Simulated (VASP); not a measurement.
Given:

```
SnSe2
1.0
    1.90129    -3.28331     0.00000
    1.90129     3.28331     0.00000
    0.00000     0.00000     6.31069
Sn Se
1 2
Direct
  0.00000   0.00000   0.00000
  0.33333   0.66667   0.25000
  0.68830   0.35497   0.75000
```

Method: PBE GGA, VASP's PBE PAW potentials (set 64) (plane waves; VASP). Run with 520 eV cut-off, 6×6×3 Γ-centred mesh, Gaussian smearing of 0.050 eV, potentials Sn_d Se_GW.

Problem. Give the force on each atom (eV/Å).

Solution. 
```json
[
 {"atom": "Sn1", "Fx": "0.240", "Fy": "0.031", "Fz": "0.037"},
 {"atom": "Se2", "Fx": "0.049", "Fy": "-0.009", "Fz": "0.332"},
 {"atom": "Se3", "Fx": "-0.289", "Fy": "-0.022", "Fz": "-0.369"}
]
```

Problem. Give the stress tensor in GPa (positive for a compressed cell).

Solution. 
```
3.97  0.21  0.94
0.21  4.18  0.04
0.94  0.04  3.62
```
The pressure is its mean diagonal, 3.92 GPa.

The compound is SnSe2 in the 1T layered structure. The cell was not relaxed at this level, atoms are displaced from their ideal sites. The run is one of a series of settings (ENCUT = 520, POTCAR Sn_d Se_GW (PBE.64 set) against the base run), some of them coarse on purpose.
